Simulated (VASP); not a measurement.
These are PBEsol GGA, VASP's PBE PAW potentials (set 64) (plane waves; VASP 6.6.1) values and carry that method's errors.

VASP input:

**KPOINTS**
```
kpoints
0
G
  4 4 4
```

INCAR:
```
SYSTEM = K4BrCl3
PREC = Accurate; ENCUT = 400; LREAL = .FALSE.
LASPH = .TRUE.
EDIFF = 1E-7; NELM = 100; ALGO = Normal
LMAXMIX = 4
ISMEAR = -5
GGA = PS
ISIF = 2
LWAVE = .FALSE.; LCHARG = .TRUE.; LORBIT = 11
NEDOS = 601
LEFG = .TRUE.
```

POSCAR:
```
K4BrCl3
6.3439610
  1.0000000383   0.0000000000   0.0000000000
  0.0000000000   1.0000000383   0.0000000000
  0.0000000000   0.0000000000   1.0000000383
K Cl Br
4 3 1
Cartesian
  0.0000000000   0.0000000000   0.0000000000
  0.5000000191   0.5000000191   0.0000000000
  0.5000000191   0.0000000000   0.5000000191
  0.0000000000   0.5000000191   0.5000000191
  0.5000000191   0.5000000191   0.5000000191
  0.0000000000   0.0000000000   0.5000000191
  0.0000000000   0.5000000191   0.0000000000
  0.5000000191   0.0000000000   0.0000000000
```

POTCAR, in this order: K_sv Cl Br (PBE.64 set). Program: vasp_std.

**Question.** What does the run give for the energy per atom (σ→0), band gap (on the k-mesh)?

**Answer.** 
```
Item                               Value
------------------------  --------------
energy per atom (σ→0)     -3.434 eV/atom
band gap (on the k-mesh)         4.83 eV
```

**OSZICAR**
```
...
DAV:   9    -0.274690154771E+02    0.15897E-03   -0.16042E-02  1034   0.459E-01    0.180E-01
DAV:  10    -0.274719473572E+02   -0.29319E-02   -0.37634E-03   898   0.273E-01    0.404E-02
DAV:  11    -0.274722133317E+02   -0.26597E-03   -0.38264E-04   954   0.830E-02    0.151E-02
DAV:  12    -0.274722253487E+02   -0.12017E-04   -0.34089E-05  1032   0.223E-02    0.613E-03
DAV:  13    -0.274722312125E+02   -0.58638E-05   -0.65898E-06   898   0.109E-02    0.298E-03
DAV:  14    -0.274722318257E+02   -0.61317E-06   -0.79614E-07   888   0.413E-03    0.106E-03
DAV:  15    -0.274722318979E+02   -0.72216E-07   -0.38517E-07   700   0.273E-03
   1 F= -.27472232E+02 E0= -.27472232E+02  d E =0.000000E+00
```

The structure was generated: K4BrCl3 was put into an ordered model structure (Pm-3m), which need not be its known phase. It was relaxed first.
